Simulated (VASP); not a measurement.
A convergence study with VASP on InP (space group no. 216 when undisturbed): one setting is varied, all else stays as given below, so the limit is that of these other settings. One atom is moved off its site, so that forces are finite.

```xyz
2
Lattice="0.0000 2.9262 2.9262 2.9262 0.0000 2.9262 2.9262 2.9262 0.0000" Properties=species:S:1:pos:R:3 pbc="T T T"
In     0.0289     0.0289     0.0289
P      1.4631     1.4631     1.4631
```

These are LDA (Ceperley-Alder, Perdew-Zunger), VASP's LDA PAW potentials (set 64) (plane waves; VASP) values and carry that method's errors. The tightest run used: 300 eV cut-off, 17×17×17 Γ-centred mesh, Fermi-Dirac smearing of 0.020 eV, potentials In_d P.

Unless said otherwise, spin-orbit coupling is left out, though it shifts the bands of the heavy elements here. Gaps are read on the run's mesh, which can miss a band edge.

| setting | E (eV/atom) | pressure (GPa) | gap on the mesh (eV) | irreducible k-points |
|---|---|---|---|---|
| 2×2×2 mesh | -3.8650 | 2.82 | 0.317 | 4 |
| 3×3×3 mesh | -4.6141 | -0.33 | 0.423 | 6 |
| 4×4×4 mesh | -4.7688 | -0.97 | 0.457 | 13 |

Q: These are the cheaper rows. Estimate the results at 17×17×17 mesh, and how far the last row shown lies from them.

A: 
```tsv
quantity	tightest run	last row shown is off by
E (eV/atom)	-4.8301	0.0613
pressure (GPa)	-1.14	0.17
gap on the mesh (eV)	0.479	-0.022
```

Left out are rungs that failed or repeat a setting and relaxations that didn't move; long series are thinned to 24 rows.

The structure is a typed InP crystal (space group no. 216). The cell was not relaxed at this level, it is distorted from the ideal structure.
